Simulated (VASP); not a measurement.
Computed with modified Becke-Johnson potential (mBJ), VASP's PBE PAW potentials (set 64) (plane waves; VASP).

The input files of a VASP run:

**KPOINTS_OPT**
```
k-points along high-symmetry lines
7
Line-mode
Reciprocal
  0.000000   0.000000   0.000000 ! GAMMA
  0.500000   0.000000   0.000000 ! M

  0.500000   0.000000   0.000000 ! M
  0.333333   0.333333   0.000000 ! K

  0.333333   0.333333   0.000000 ! K
  0.000000   0.000000   0.000000 ! GAMMA

  0.000000   0.000000   0.000000 ! GAMMA
  0.000000   0.000000   0.500000 ! A

  0.000000   0.000000   0.500000 ! A
  0.500000   0.000000   0.500000 ! L

  0.500000   0.000000   0.500000 ! L
  0.333333   0.333333   0.500000 ! H

  0.333333   0.333333   0.500000 ! H
  0.000000   0.000000   0.500000 ! A

  0.500000   0.000000   0.500000 ! L
  0.500000   0.000000   0.000000 ! M

  0.333333   0.333333   0.500000 ! H
  0.333333   0.333333   0.000000 ! K
```

**KPOINTS**
```
Automatic mesh
0
Gamma
4 4 4
0 0 0
```

File POSCAR:
```
N
4.1672550
  1.0000001030   0.0000000000   0.0000000000
 -0.5000000515   0.8660254826   0.0000000000
  0.0000000000   0.0000000000   1.6827740751
N
4
Direct
  0.3333330000   0.6666670000   0.3293937169
  0.6666670000   0.3333330000   0.6706062831
  0.6666670000   0.3333330000   0.8293937169
  0.3333330000   0.6666670000   0.1706062831
```

**INCAR**
```
SYSTEM  =  N
PREC  =  Accurate; ENCUT  =  500; LREAL  =  F
LASPH  =  T
EDIFF  =  1E-6; NELM  =  200; ALGO  =  Normal
LMIXTAU  =  T
ISMEAR  =  0; SIGMA  =  0.05
METAGGA  =  MBJ
ISIF  =  0
LWAVE  =  F; LCHARG  =  F
```

POTCAR, in this order: N (PBE.64 set). Program: vasp_std. Read from the step before: WAVECAR.

File OSZICAR:
```
...
DAV: 163     0.232738854932E+02    0.23298E-01   -0.91537E-02   336   0.560E+00    0.173E-02
DAV: 164     0.232866682935E+02    0.12783E-01   -0.54640E-02   336   0.445E+00    0.226E-02
DAV: 165     0.232641542081E+02   -0.22514E-01   -0.46668E-02   336   0.413E+00    0.215E-02
DAV: 166     0.232624887141E+02   -0.16655E-02   -0.70470E-02   336   0.539E+00    0.200E-02
DAV: 167     0.232717848307E+02    0.92961E-02   -0.39190E-02   336   0.352E+00    0.216E-02
DAV: 168     0.232751062973E+02    0.33215E-02   -0.49601E-02   336   0.452E+00    0.228E-02
DAV: 169     0.232723357479E+02   -0.27705E-02   -0.35696E-02   336   0.336E+00    0.220E-02
DAV: 170     0.232689468650E+02   -0.33889E-02   -0.28056E-02   336   0.316E+00    0.207E-02
DAV: 171     0.232709425342E+02    0.19957E-02   -0.54104E-02   336   0.451E+00    0.201E-02
DAV: 172     0.232663580532E+02   -0.45845E-02   -0.48235E-02   336   0.402E+00    0.203E-02
DAV: 173     0.232662030440E+02   -0.15501E-03   -0.22674E-02   336   0.276E+00    0.182E-02
DAV: 174     0.232659922024E+02   -0.21084E-03   -0.12860E-02   336   0.219E+00    0.178E-02
DAV: 175     0.232540963685E+02   -0.11896E-01   -0.13088E-02   336   0.205E+00    0.173E-02
DAV: 176     0.232548280812E+02    0.73171E-03   -0.12360E-02   336   0.227E+00    0.170E-02
DAV: 177     0.232838845038E+02    0.29056E-01   -0.84325E-02   342   0.603E+00    0.179E-02
DAV: 178     0.232725420622E+02   -0.11342E-01   -0.36299E-02   336   0.338E+00    0.196E-02
DAV: 179     0.232669450524E+02   -0.55970E-02   -0.72698E-02   344   0.628E+00    0.194E-02
DAV: 180     0.232681434429E+02    0.11984E-02   -0.48003E-02   336   0.436E+00    0.188E-02
DAV: 181     0.232670597181E+02   -0.10837E-02   -0.40410E-02   336   0.397E+00    0.188E-02
DAV: 182     0.232956483800E+02    0.28589E-01   -0.55096E-02   336   0.413E+00    0.232E-02
DAV: 183     0.233357991966E+02    0.40151E-01   -0.85830E-02   336   0.610E+00    0.310E-02
DAV: 184     0.233290638543E+02   -0.67353E-02   -0.51079E-02   336   0.419E+00    0.357E-02
DAV: 185     0.233162149218E+02   -0.12849E-01   -0.43506E-02   336   0.385E+00    0.373E-02
DAV: 186     0.233208362420E+02    0.46213E-02   -0.26146E-02   336   0.305E+00    0.370E-02
DAV: 187     0.232198877054E+02   -0.10095E+00   -0.85519E-02   336   0.503E+00    0.277E-02
DAV: 188     0.232100044195E+02   -0.98833E-02   -0.46680E-02   336   0.383E+00    0.194E-02
DAV: 189     0.232082518188E+02   -0.17526E-02   -0.21964E-02   336   0.261E+00    0.159E-02
DAV: 190     0.232029745836E+02   -0.52772E-02   -0.54260E-02   336   0.497E+00    0.161E-02
DAV: 191     0.232021370349E+02   -0.83755E-03   -0.36660E-02   336   0.375E+00    0.157E-02
DAV: 192     0.232177485116E+02    0.15611E-01   -0.44957E-02   336   0.391E+00    0.179E-02
DAV: 193     0.232208898988E+02    0.31414E-02   -0.16939E-01   336   0.129E+01    0.226E-02
DAV: 194     0.232247930743E+02    0.39032E-02   -0.54242E-02   336   0.425E+00    0.261E-02
DAV: 195     0.232340966565E+02    0.93036E-02   -0.69805E-02   336   0.555E+00    0.284E-02
DAV: 196     0.232346765005E+02    0.57984E-03   -0.81950E-02   336   0.645E+00    0.302E-02
DAV: 197     0.232045100581E+02   -0.30166E-01   -0.13360E-01   336   0.720E+00    0.269E-02
DAV: 198     0.231868246273E+02   -0.17685E-01   -0.74622E-02   356   0.470E+00    0.242E-02
DAV: 199     0.231984851814E+02    0.11661E-01   -0.44729E-02   336   0.347E+00    0.255E-02
DAV: 200     0.232138248622E+02    0.15340E-01   -0.51149E-02   336   0.440E+00
   1 F= 0.23213825E+02 E0= 0.23213825E+02  d E =-.301044E-12
       N       E                     dE             ncg
       N       E                     dE             ncg
       N       E                     dE             ncg
       N       E                     dE             ncg
       N       E                     dE             ncg
       N       E                     dE             ncg
```

Problem. The electronic loop did not converge. What happens with NELM = 300, IMIX = 1, AMIX = 0.1?

Solution. Convergence was not reached.
OSZICAR:
```
...
DAV: 268     0.134955687778E+02    0.29900E-03   -0.45201E-08   168   0.184E-03    0.340E-03
DAV: 269     0.134958620247E+02    0.29325E-03   -0.43486E-08   168   0.180E-03    0.333E-03
DAV: 270     0.134961496254E+02    0.28760E-03   -0.41790E-08   168   0.177E-03    0.327E-03
DAV: 271     0.134964316893E+02    0.28206E-03   -0.40193E-08   168   0.173E-03    0.320E-03
DAV: 272     0.134967083231E+02    0.27663E-03   -0.38662E-08   168   0.170E-03    0.314E-03
DAV: 273     0.134969796270E+02    0.27130E-03   -0.37184E-08   168   0.167E-03    0.308E-03
DAV: 274     0.134972457079E+02    0.26608E-03   -0.35763E-08   168   0.164E-03    0.302E-03
DAV: 275     0.134975066594E+02    0.26095E-03   -0.34420E-08   168   0.160E-03    0.296E-03
DAV: 276     0.134977625877E+02    0.25593E-03   -0.33123E-08   168   0.158E-03    0.291E-03
DAV: 277     0.134980135809E+02    0.25099E-03   -0.31870E-08   168   0.154E-03    0.285E-03
DAV: 278     0.134982597429E+02    0.24616E-03   -0.30675E-08   168   0.152E-03    0.280E-03
DAV: 279     0.134985011601E+02    0.24142E-03   -0.29508E-08   168   0.148E-03    0.274E-03
DAV: 280     0.134987379304E+02    0.23677E-03   -0.28416E-08   168   0.146E-03    0.269E-03
DAV: 281     0.134989701414E+02    0.23221E-03   -0.27339E-08   168   0.143E-03    0.264E-03
DAV: 282     0.134991978841E+02    0.22774E-03   -0.26302E-08   168   0.140E-03    0.259E-03
DAV: 283     0.134994212458E+02    0.22336E-03   -0.25307E-08   168   0.138E-03    0.254E-03
DAV: 284     0.134996403110E+02    0.21907E-03   -0.24330E-08   168   0.135E-03    0.249E-03
DAV: 285     0.134998551650E+02    0.21485E-03   -0.23406E-08   168   0.132E-03    0.244E-03
DAV: 286     0.135000658865E+02    0.21072E-03   -0.22495E-08   168   0.130E-03    0.239E-03
DAV: 287     0.135002725588E+02    0.20667E-03   -0.21629E-08   168   0.127E-03    0.235E-03
DAV: 288     0.135004752542E+02    0.20270E-03   -0.20805E-08   168   0.125E-03    0.230E-03
DAV: 289     0.135006740557E+02    0.19880E-03   -0.20013E-08   168   0.122E-03    0.226E-03
DAV: 290     0.135008690292E+02    0.19497E-03   -0.19256E-08   168   0.120E-03    0.221E-03
DAV: 291     0.135010602577E+02    0.19123E-03   -0.18512E-08   168   0.118E-03    0.217E-03
DAV: 292     0.135012478017E+02    0.18754E-03   -0.17815E-08   168   0.115E-03    0.213E-03
DAV: 293     0.135014317431E+02    0.18394E-03   -0.17141E-08   168   0.113E-03    0.209E-03
DAV: 294     0.135016121397E+02    0.18040E-03   -0.16492E-08   168   0.111E-03    0.205E-03
DAV: 295     0.135017890710E+02    0.17693E-03   -0.15868E-08   168   0.109E-03    0.201E-03
DAV: 296     0.135019625928E+02    0.17352E-03   -0.15272E-08   168   0.107E-03    0.197E-03
DAV: 297     0.135021327824E+02    0.17019E-03   -0.14686E-08   168   0.105E-03    0.193E-03
DAV: 298     0.135022996938E+02    0.16691E-03   -0.14142E-08   168   0.103E-03    0.189E-03
DAV: 299     0.135024634013E+02    0.16371E-03   -0.13596E-08   168   0.101E-03    0.186E-03
DAV: 300     0.135026239581E+02    0.16056E-03   -0.13080E-08   168   0.987E-04
   1 F= 0.13502624E+02 E0= 0.13502624E+02  d E =-.289276E-18
       N       E                     dE             ncg
       N       E                     dE             ncg
       N       E                     dE             ncg
       N       E                     dE             ncg
       N       E                     dE             ncg
       N       E                     dE             ncg
```

The structure comes from a computed database's N entry (P6_3/mmc); how it stands against other phases isn't given here. The cell's shape comes from a PBE relaxation.
